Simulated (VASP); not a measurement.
# Si16F (a cell with a defect) in VASP: notebook

One crystal, Si16F (a cell with a defect), is run at these levels: PBE+D3(BJ); tasks: single point.

Everything below comes from runs of VASP 6.6.1. Logs are shortened: lines on timing, memory, paths and dates and some standing lists are left out, and cuts for length are marked.

## Step 1: The structure

The cell holds a defect, 17 atoms: a = 7.679 Å, b = 7.679 Å, c = 7.679 Å, α = 60.00°, β = 60.00°, γ = 60.00°.

The cell was built by a generator and needn't be a form met in nature.

## Step 2: Single point, PBE+D3(BJ), collinear spin, typed start

The input, INCAR:

```
SYSTEM = Si16F
PREC = Accurate ; ENCUT = 520
EDIFF = 1E-7 ; ISMEAR = -1
SIGMA = 0.05 ; LREAL = Auto
LASPH = .True. ; NELM = 150
ALGO = Normal ; ISIF = 2
LWAVE = .False. ; LCHARG = .False.
ISPIN = 2 ; MAGMOM = 0 0 0 0 0 0 0 0 0 0 0 0 0 0 0 0 1
LORBIT = 11 ; GGA = PE
IVDW = 12 ; NBANDS = 54
```

The input, KPOINTS:

```
regular mesh
0
Gamma
  2 2 2
  0 0 0
```

The input, POSCAR:

```
Si16F
1.0
    0.0000000000      5.4300000000      5.4300000000
    5.4300000000      0.0000000000      5.4300000000
    5.4300000000      5.4300000000      0.0000000000
Si F
16 1
Direct
   -0.0005082159      0.0023026700     -0.0007786717
    0.1236407113      0.1312922554      0.1233620634
    0.0107951996      0.0027144994      0.4933777493
    0.1236420128      0.1313070108      0.6219415448
   -0.0007905506      0.5038537424     -0.0015007131
    0.1252744857      0.6261370695      0.1244619668
   -0.0008375410      0.5038672896      0.4987625031
    0.1350633527      0.6222874107      0.6214685080
    0.4937274900      0.0021050401      0.0110927341
    0.6222706363      0.1312733186      0.1233556744
    0.4937297657      0.0020018071      0.4933428428
    0.6376129903      0.0867738294      0.6378926345
    0.4994323511      0.5037233888     -0.0014413881
    0.6221405232      0.6217215073      0.1349718969
    0.5079045429      0.4768266385      0.5076406733
    0.6220529619      0.6215876553      0.6213976067
    0.7389495841      0.7860612671      0.7376820749
```

Potentials or basis: VASP PAW PBE potentials, release 64 (Si, F).

Run with:

```bash
> cat potpaw_PBE.64/Si/POTCAR potpaw_PBE.64/F/POTCAR > POTCAR
> mpirun -np 1 vasp_std > vasp.out
```

OUTCAR:

```text
SYSTEM = Si16F
   PREC = Accurate
   ENCUT = 520
   EDIFF = 1E-7
   ISMEAR = -1
   LREAL = Auto
   LASPH = .True.
   NELM = 150
   ISIF = 2
   ISPIN = 2
   LORBIT = 11
   GGA = PE
   IVDW = 12
 IVDW          = 12

 ion  position               nearest neighbor table
   1  0.999  0.002  0.999-   6 2.36  10 2.37   2 2.37   4 2.37
   2  0.124  0.131  0.123-   3 2.32   9 2.32   5 2.34   1 2.37
   3  0.011  0.003  0.493-   4 2.32   2 2.32  12 2.36   8 2.39
   4  0.124  0.131  0.622-   3 2.32  11 2.32   7 2.34   1 2.37
   5  0.999  0.504  0.998-   2 2.34   6 2.35   8 2.37  14 2.37
   6  0.125  0.626  0.124-  13 2.35   7 2.35   5 2.35   1 2.36
   7  0.999  0.504  0.499-   4 2.34   6 2.35   8 2.37  16 2.37
   8  0.135  0.622  0.621-  15 2.34   7 2.37   5 2.37   3 2.39  17 2.49
   9  0.494  0.002  0.011-  10 2.32   2 2.32  12 2.35  14 2.39
  10  0.622  0.131  0.123-   9 2.32  11 2.32  13 2.34   1 2.37
  11  0.494  0.002  0.493-  10 2.32   4 2.32  12 2.35  16 2.39
  12  0.638  0.087  0.638-  17 1.89  11 2.35   9 2.35   3 2.36  15 2.45
  13  0.499  0.504  0.999-  10 2.34   6 2.35  14 2.37  16 2.37
  14  0.622  0.622  0.135-  15 2.34   5 2.37  13 2.37   9 2.39  17 2.50
  15  0.508  0.477  0.508-  16 2.34  14 2.34   8 2.34  12 2.45
  16  0.622  0.622  0.621-  15 2.34   7 2.37  13 2.37  11 2.39  17 2.50
  17  0.739  0.786  0.738-  12 1.89   8 2.49  14 2.50  16 2.50

  LATTYP: Found a face centered cubic cell.
 ALAT       =    10.8600000000

  Lattice vectors:

 A1 = (   0.0000000000,   5.4300000000,   5.4300000000)
 A2 = (   5.4300000000,   0.0000000000,   5.4300000000)
 A3 = (   5.4300000000,   5.4300000000,   0.0000000000)

Analysis of symmetry for initial positions (statically):
=====================================================================
 Subroutine PRICEL returns:
 Original cell was already a primitive cell.

 Routine SETGRP: Setting up the symmetry group for a
 face centered cubic supercell.

 Subroutine GETGRP returns: Found  1 space group operations
 (whereof  1 operations were pure point group operations)
 out of a pool of 48 trial point group operations.

The static configuration has the point symmetry C_1 .

Analysis of symmetry for dynamics (positions and initial velocities):
=====================================================================
 Subroutine PRICEL returns:
 Original cell was already a primitive cell.

 Routine SETGRP: Setting up the symmetry group for a
 face centered cubic supercell.

 Subroutine GETGRP returns: Found  1 space group operations
 (whereof  1 operations were pure point group operations)
 out of a pool of 48 trial point group operations.

The dynamic configuration has the point symmetry C_1 .

Analysis of structural, dynamic, and magnetic symmetry:
[... 174 lines left out ...]

 E-fermi :   5.8362     XC(G=0):  -9.5373

 val. band max:        5.8056976252   @ k =   0.5000   0.5000   0.5000
 cond. band min:       6.0159387645   @ k =   0.0000   0.0000   0.0000
 fundamental gap:      0.2102411393
 Fermi energy:         5.8361663022

 spin component 1

 k-point     1 :       0.0000    0.0000    0.0000
  band No.  band energies     occupation
      1     -18.2635      1.00000
      2      -5.8429      1.00000
      3      -4.0136      1.00000
      4      -3.8102      1.00000
      5      -3.8067      1.00000
      6      -3.4952      1.00000
[... 389 lines left out ...]
     46      10.2599      0.00000
     47      10.2884      0.00000
 Fermi energy:         5.8361663022

 spin component 2

 k-point     1 :       0.0000    0.0000    0.0000
  band No.  band energies     occupation
      1     -18.2635      1.00000
      2      -5.8429      1.00000
      3      -4.0136      1.00000
      4      -3.8102      1.00000
      5      -3.8067      1.00000
      6      -3.4952      1.00000
[... 389 lines left out ...]
     46      10.2599      0.00000
     47      10.2884      0.00000
 [bands above 47 left out]

------------------------ aborting loop because EDIFF is reached ----------------------------------------

 Edisp (eV)   -5.17804

 E8    (eV) :    -2.1305

  FORCE on cell =-STRESS in cart. coord.  units (eV):
  Direction    XX          YY          ZZ          XY          YZ          ZX
  --------------------------------------------------------------------------------------
  -------------------------------------------------------------------------------------
  Total       3.89820     3.89962     3.92760     0.98379     0.98747    -0.98965
  in kB      19.50496    19.51208    19.65208     4.92246     4.94087    -4.95181
  external pressure =       19.56 kB  Pullay stress =        0.00 kB

 VOLUME and BASIS-vectors are now :
 -----------------------------------------------------------------------------
  energy-cutoff  :      520.00
  volume of cell :      320.21
      direct lattice vectors                 reciprocal lattice vectors
     0.000000000  5.430000000  5.430000000    -0.092081031  0.092081031  0.092081031
     5.430000000  0.000000000  5.430000000     0.092081031 -0.092081031  0.092081031
     5.430000000  5.430000000  0.000000000     0.092081031  0.092081031 -0.092081031

 POSITION                                       TOTAL-FORCE (eV/Angst)
 -----------------------------------------------------------------------------------
      5.43828     10.85301      5.43974        -0.007664      0.008223     -0.000808
      1.38277      1.34123      1.38429         0.004297     -0.002808      0.007904
      2.69378      2.73766      0.07336        -0.006230      0.004393      0.002128
      4.09014      4.04852      1.38437         0.003370     -0.003599      0.007570
      8.15778     10.84756      8.16163         0.004362     -0.001950      0.000841
      4.07575      1.35607      4.08016         0.005583     -0.007823     -0.008309
[... 9 lines left out ...]
      6.74941      6.75194      6.75297        -0.000111      0.005732     -0.001663
      8.27393      8.01811      8.28081        -0.030083      0.028542     -0.047289
 -----------------------------------------------------------------------------------
    total drift:                               -0.003291      0.003641     -0.011506

  FREE ENERGIE OF THE ION-ELECTRON SYSTEM (eV)
  ---------------------------------------------------
  free  energy   TOTEN  =       -93.5044082693 eV

  energy  without entropy=      -93.4765425001  energy(sigma->0) =      -93.49047538

 total charge

# of ion       s       p       d       tot
------------------------------------------
    1        0.742   0.944   0.000   1.686
    2        0.744   0.967   0.000   1.710
    3        0.755   0.952   0.000   1.708
    4        0.744   0.967   0.000   1.710
    5        0.748   0.947   0.000   1.695
    6        0.743   0.956   0.000   1.698
[... 9 lines left out ...]
   16        0.750   0.923   0.000   1.673
   17        1.759   4.355   0.000   6.113
--------------------------------------------------
tot         13.723  19.467   0.000  33.189

 magnetization (x)

# of ion       s       p       d       tot
------------------------------------------
    1       -0.000  -0.000   0.000  -0.000
    2       -0.000  -0.000   0.000  -0.000
    3        0.000   0.000   0.000   0.000
    4       -0.000  -0.000   0.000  -0.000
    5        0.000   0.000   0.000   0.000
    6       -0.000  -0.000   0.000  -0.000
[... 9 lines left out ...]
   16        0.000   0.000   0.000   0.000
   17        0.000  -0.000   0.000  -0.000
--------------------------------------------------
tot          0.000  -0.000   0.000  -0.000
```

stdout:

```text
POSCAR found type information on POSCAR SiF
 POSCAR found :  2 types and      17 ions
 scaLAPACK will be used
 LDA part: xc-table for (Slater+PW92), standard interpolation
 POSCAR, INCAR and KPOINTS ok, starting setup
 FFT: planning ... GRIDC
 FFT: planning ... GRID_SOFT
 FFT: planning ... GRID
 WAVECAR not read
 entering main loop
```

Run time: 9.2 min. Hardware: 1 thread of AMD EPYC 9R45 (Zen 5), shared host; peak memory 0.68 GiB.

What came out:

- Free energy: -93.5044 eV
- Pressure: 2.0 GPa
- Largest force: 0.063 eV/Å
- Band gap on the k mesh: none (metal or under the smearing width)
- Net moment: 0.00 μB per cell
- Valence electrons inside the program's atomic spheres: Si 1.69, 1.71, 1.70, 1.67, 1.62; F 6.11
- Dispersion energy per atom: -0.305 eV

Forces on the atoms (eV/Å):
```
Si  -0.008  0.008 -0.001
Si   0.004 -0.003  0.008
Si  -0.006  0.004  0.002
Si   0.003 -0.004  0.008
Si   0.004 -0.002  0.001
Si   0.006 -0.008 -0.008
Si   0.003 -0.005 -0.001
Si  -0.013  0.012  0.004
Si  -0.006 -0.008 -0.008
Si   0.000  0.000  0.004
Si   0.007  0.006 -0.008
Si   0.026 -0.025  0.038
Si   0.002 -0.005  0.016
Si  -0.003  0.002 -0.006
Si   0.010 -0.008  0.000
Si   0.000  0.006 -0.002
F   -0.030  0.029 -0.047
```

Stress tensor (GPa, compression positive):
```
 1.95  0.49 -0.50
 0.49  1.95  0.49
-0.50  0.49  1.97
```

Caveat: the k mesh is coarse (spacing up to 0.50 Å⁻¹), so the values aren't converged.

## Step 3: Single point, PBE+D3(BJ), collinear spin, zero start

The input, INCAR:

```
  PREC = Accurate
  ENCUT = 520
  EDIFF = 1E-6
  ISMEAR = -1
  SIGMA = 0.05
  LREAL = Auto
  LASPH = True
  NELM = 150
  ALGO = Normal
  ISIF = 2
  LWAVE = False
  LCHARG = False
  ISPIN = 2
  MAGMOM = 0 0 0 0 0 0 0 0 0 0 0 0 0 0 0 0 0
  LORBIT = 11
  GGA = PE
  IVDW = 12
  NBANDS = 54
```

The input, KPOINTS:

```
regular mesh
0
Gamma
  2 2 2
```

The input, POSCAR:

```
Si16F
1.0
    0.0000000000      5.4300000000      5.4300000000
    5.4300000000      0.0000000000      5.4300000000
    5.4300000000      5.4300000000      0.0000000000
Si F
16 1
Direct
    0.0307182320     -0.0341988950      0.0013259669
    0.1169244936      0.1540515654      0.1255248619
   -0.0357642726      0.0473480663      0.4977716390
    0.1655801105      0.0960773481      0.6343462247
   -0.0037753223      0.5167771639      0.0134806630
    0.1770257827      0.5869521179      0.1403959484
   -0.0039410681      0.4726519337      0.5189134438
    0.0518324125      0.6868232044      0.6327716390
    0.4845211786      0.0100460405      0.0044843462
    0.6597237569      0.0993186004      0.0958195212
    0.5556998158     -0.0301381215      0.4459576427
    0.5649723757      0.1518600368      0.6316942910
    0.5278821363      0.5029281768     -0.0183057090
    0.6215101289      0.6194106814      0.1532412523
    0.4525782689      0.5065745856      0.5112154696
    0.6281952118      0.5985451197      0.6266114180
    0.7706629834      0.7635359116      0.7289318600
```

Potentials or basis: VASP PAW PBE potentials, release 64 (Si, F).

Run with:

```bash
> cat potpaw_PBE.64/Si/POTCAR potpaw_PBE.64/F/POTCAR > POTCAR
> mpirun -np 1 vasp_std > vasp.out
```

Run time: 9 min. Hardware: 1 thread of Intel Xeon Platinum 8488C (Sapphire Rapids), shared host; peak memory 0.71 GiB.

The run converged. Its results:

* Free energy: -91.6358 eV
* Pressure: 1.8 GPa
* Largest force: 3.090 eV/Å
* Band gap on the k mesh: none (metal or under the smearing width)
* Net moment: 0.00 μB per cell
* Valence electrons inside the program's atomic spheres: Si 1.67, 1.69, 1.65, 1.70, 1.60, 1.73, 1.68, 1.66, 1.71, 1.72; F 6.13
* Dispersion energy per atom: -0.305 eV

Forces in eV/Å, atoms in the order of the input:
```
Si   0.462  0.764  0.499
Si  -0.469 -0.085 -1.082
Si   0.453  0.044  0.959
Si  -0.594 -1.173  0.335
Si  -0.115 -0.104  1.018
Si   1.207 -1.407 -1.521
Si  -0.917  0.993  1.119
Si  -0.926  1.170 -0.899
Si  -0.868  0.030 -0.784
Si   0.413 -1.054  1.883
Si   2.584  0.647 -1.566
Si  -1.635  0.802  0.034
Si  -0.255  2.201 -0.539
Si  -0.334 -1.176  0.434
Si   1.392 -0.151  0.457
Si  -0.689 -1.459  0.213
F    0.292 -0.044 -0.560
```

Stress tensor (GPa, compression positive):
```
 0.96 -0.30 -1.80
-0.30  1.93 -2.32
-1.80 -2.32  2.57
```

Levels at points of the mesh, in eV from the Fermi level:
Spin up:
| k point | band 34 | band 35 | band 36 | band 37 | band 38 | band 39 |
| --- | --- | --- | --- | --- | --- | --- |
| (0.00, 0.00, 0.00) | -0.17 | 0.09 | 0.26 | 0.62 | 0.64 | 0.75 |
| (0.50, 0.00, 0.00) | -0.61 | -0.51 | -0.02 | 0.78 | 1.34 | 1.44 |
| (0.00, 0.50, 0.00) | -0.65 | -0.31 | 0.07 | 0.95 | 1.31 | 1.47 |
| (0.00, 0.00, 0.50) | -0.58 | -0.37 | 0.04 | 1.30 | 1.41 | 1.50 |
| (0.50, 0.50, 0.50) | -0.79 | -0.44 | -0.07 | 0.98 | 1.21 | 1.28 |
| (0.50, 0.50, 0.00) | -1.01 | -0.76 | -0.49 | 1.14 | 1.33 | 2.16 |
| (0.00, 0.50, 0.50) | -0.92 | -0.87 | -0.40 | 0.98 | 1.26 | 2.23 |
| (0.50, 0.00, 0.50) | -1.00 | -0.70 | -0.58 | 0.99 | 1.23 | 2.22 |
Spin down:
```tsv
k point	band 34	band 35	band 36	band 37	band 38	band 39
(0.00, 0.00, 0.00)	-0.17	0.09	0.26	0.62	0.64	0.75
(0.50, 0.00, 0.00)	-0.61	-0.51	-0.02	0.78	1.34	1.44
(0.00, 0.50, 0.00)	-0.65	-0.31	0.07	0.95	1.31	1.47
(0.00, 0.00, 0.50)	-0.58	-0.37	0.04	1.30	1.41	1.50
(0.50, 0.50, 0.50)	-0.79	-0.44	-0.07	0.98	1.21	1.28
(0.50, 0.50, 0.00)	-1.01	-0.76	-0.49	1.14	1.33	2.16
(0.00, 0.50, 0.50)	-0.92	-0.87	-0.40	0.98	1.26	2.23
(0.50, 0.00, 0.50)	-1.00	-0.70	-0.58	0.99	1.23	2.22
```

Caveat: the k mesh is coarse (spacing up to 0.50 Å⁻¹), so the values aren't converged.

## Step 4: Single point, PBE+D3(BJ), collinear spin, zero start

The input, INCAR:

```
  ALGO = Normal
  EDIFF = 1E-6
  ENCUT = 520
  GGA = PE
  ISIF = 2
  ISMEAR = -1
  ISPIN = 2
  IVDW = 12
  LASPH = T
  LCHARG = F
  LORBIT = 11
  LREAL = Auto
  LWAVE = F
  MAGMOM = 0 0 0 0 0 0 0 0 0 0 0 0 0 0 0 0 0
  NBANDS = 54
  NELM = 150
  PREC = Accurate
  SIGMA = 0.05
```

The input, KPOINTS:

```
k-points
0
Gamma
  2 2 2
```

The input, POSCAR:

```
Si16F
1.0
    0.0000000000      5.4300000000      5.4300000000
    5.4300000000      0.0000000000      5.4300000000
    5.4300000000      5.4300000000      0.0000000000
Si F
16 1
Direct
   -0.0143738490      0.0026427256      0.0074677716
    0.1589042357      0.1209116022      0.1137292818
    0.0059852670     -0.0046961326      0.4739963168
    0.1176703499      0.1315009208      0.6149447514
   -0.0291896869      0.4984898711      0.0506445672
    0.1322836096      0.6240147330      0.1196132597
    0.0086279926      0.5229742173      0.4732504604
    0.1059116022      0.6226703499      0.6692265193
    0.5273296501      0.0227071823     -0.0389686924
    0.6281307551      0.0747237569      0.1504511971
    0.5067495396     -0.0309484346      0.5245948435
    0.6183609576      0.1611233886      0.5976795580
    0.5036279926      0.4935174954     -0.0189502762
    0.5964272560      0.6222467772      0.1279742173
    0.4800092081      0.5386832413      0.4973756906
    0.6514364641      0.6088766114      0.6305524862
    0.7644659300      0.7273941068      0.7609852670
```

Run with:

```bash
> cat potpaw_PBE.64/Si/POTCAR potpaw_PBE.64/F/POTCAR > POTCAR
> mpirun -np 1 vasp_std > vasp.out
```

It took 7.3 min on 1 thread of Intel Xeon Platinum 8488C (Sapphire Rapids), shared host; peak memory 0.72 GiB.

It converged, with:

| Quantity | Value |
| --- | --- |
| Free energy | -91.4808 eV |
| Pressure | 1.9 GPa |
| Largest force | 2.577 eV/Å |
| Band gap on the k mesh | none (metal or under the smearing width) |
| Net moment | 0.00 μB per cell |
| Valence electrons inside the program's atomic spheres | Si 1.67, 1.68, 1.62, 1.70, 1.74, 1.71, 1.61, 1.64, 1.73; F 6.09 |
| Dispersion energy per atom | -0.306 eV |

Forces on the atoms (eV/Å):
```
Si  -0.831  0.327  1.645
Si   0.106 -1.208 -0.584
Si   1.104  0.741 -0.142
Si   0.066  0.407  0.002
Si  -1.360 -0.561 -0.250
Si  -0.091 -0.424  0.961
Si  -0.113  2.510 -0.454
Si  -0.384 -0.844  0.128
Si  -0.717  0.045 -1.876
Si   1.821 -0.216  1.135
Si   1.183 -1.554  0.390
Si  -0.849 -0.091  0.575
Si   0.441  1.661 -1.920
Si   0.718  0.199  1.039
Si  -0.360  0.293 -0.632
Si  -0.715 -1.416 -0.085
F   -0.020  0.131  0.068
```

Stress tensor (GPa, compression positive):
```
 1.58  1.83 -2.90
 1.83  2.13  0.17
-2.90  0.17  2.05
```

Levels at points of the mesh, in eV from the Fermi level:
Spin up:
```csv
k point,band 32,band 33,band 34,band 35,band 36,band 37,band 38,band 39,band 40,band 41
"(0.00, 0.00, 0.00)",-0.56,-0.48,-0.16,0.22,0.51,0.60,0.87,0.88,1.09,1.17
"(0.50, 0.00, 0.00)",-1.22,-0.71,-0.24,-0.17,0.09,1.25,1.65,1.70,1.87,1.91
"(0.00, 0.50, 0.00)",-1.11,-0.68,-0.45,-0.27,-0.13,1.29,1.47,1.52,1.70,1.79
"(0.00, 0.00, 0.50)",-1.07,-0.57,-0.31,-0.11,0.07,1.43,1.56,1.75,1.81,1.97
"(0.50, 0.50, 0.50)",-1.10,-0.69,-0.28,-0.25,-0.13,1.25,1.52,1.63,1.78,2.00
"(0.50, 0.50, 0.00)",-1.24,-1.09,-0.90,-0.58,-0.40,1.22,1.47,2.49,2.62,2.67
"(0.00, 0.50, 0.50)",-1.22,-1.01,-0.84,-0.50,-0.45,1.22,1.41,2.59,2.67,2.71
"(0.50, 0.00, 0.50)",-1.27,-1.09,-0.73,-0.50,-0.41,1.19,1.50,2.46,2.60,2.70
```
Spin down:
```csv
k point,band 34,band 35,band 36,band 37,band 38,band 39
"(0.00, 0.00, 0.00)",-0.16,0.22,0.51,0.60,0.87,0.88
"(0.50, 0.00, 0.00)",-0.24,-0.17,0.09,1.25,1.65,1.70
"(0.00, 0.50, 0.00)",-0.45,-0.27,-0.13,1.29,1.47,1.52
"(0.00, 0.00, 0.50)",-0.31,-0.11,0.07,1.43,1.56,1.75
"(0.50, 0.50, 0.50)",-0.28,-0.25,-0.13,1.25,1.52,1.63
"(0.50, 0.50, 0.00)",-0.90,-0.58,-0.40,1.22,1.47,2.49
"(0.00, 0.50, 0.50)",-0.84,-0.50,-0.45,1.22,1.41,2.59
"(0.50, 0.00, 0.50)",-0.73,-0.50,-0.41,1.19,1.50,2.46
```

Caveat: the k mesh is coarse (spacing up to 0.50 Å⁻¹), so the values aren't converged.

[end of part 1 of 2]
